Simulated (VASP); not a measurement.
The system is ZnO.

```
Zn O
1.0
     3.24931    0.00000    0.00000
    -1.62465    2.81398    0.00000
     0.00000    0.00000    5.20571
Zn O
2 2
Direct
  0.33333 0.66667 0.50000
  0.66667 0.33333 0.00000
  0.66667 0.33333 0.37901
  0.33333 0.66667 0.87901
```

- Program: VASP 6.6.1
- Task: relaxation of cell and atoms
- Functional: PBE
- Potentials or basis: VASP PAW PBE potentials, release 64 (Zn, O)
- Cutoff: 600 eV
- k mesh: 9 × 9 × 5
- Occupations: gaussian, width 0.03 eV
- Spin: no spin polarisation

At the start: pressure 5.8 GPa; volume 11.90 Å³/atom.

Task: Where does the relaxation end?

Result: Over 14 steps the energy falls by 8.9 meV/atom and the volume is 12.39 Å³/atom (+4.1 %); space group P6_3mc (No. 186, to 0.05 Å).

Step by step:
```csv
step,energy change (eV),largest force (eV/Å),pressure (GPa),volume (Å³)
1,0.0000,0.0741,5.83,47.60
2,-0.0270,0.0268,-2.61,50.64
3,-0.0357,0.0011,-0.01,49.59
4,-0.0357,0.0022,-0.06,49.63
5,-0.0357,0.0108,-0.01,49.62
6,-0.0357,0.0152,-0.10,49.62
7,-0.0358,0.0116,-0.01,49.57
8,-0.0357,0.0100,0.08,49.54
9,-0.0357,0.0103,0.14,49.54
10,-0.0358,0.0109,0.11,49.56
11,-0.0358,0.0125,0.00,49.56
12,-0.0358,0.0103,0.12,49.56
13,-0.0358,0.0121,0.06,49.56
14,-0.0358,0.0025,0.06,49.57
```

Final structure:
```yaml
crystal:
  lattice:
    - [3.28636, 0.00000, 0.00000]
    - [-1.64318, 2.84607, 0.00000]
    - [0.00000, 0.00000, 5.29982]
  atoms:
    - { symbol: Zn, position: [0.33333, 0.66667, 0.49982] }
    - { symbol: Zn, position: [0.66667, 0.33333, 0.99982] }
    - { symbol: O, position: [0.66667, 0.33333, 0.37919] }
    - { symbol: O, position: [0.33333, 0.66667, 0.87919] }
```
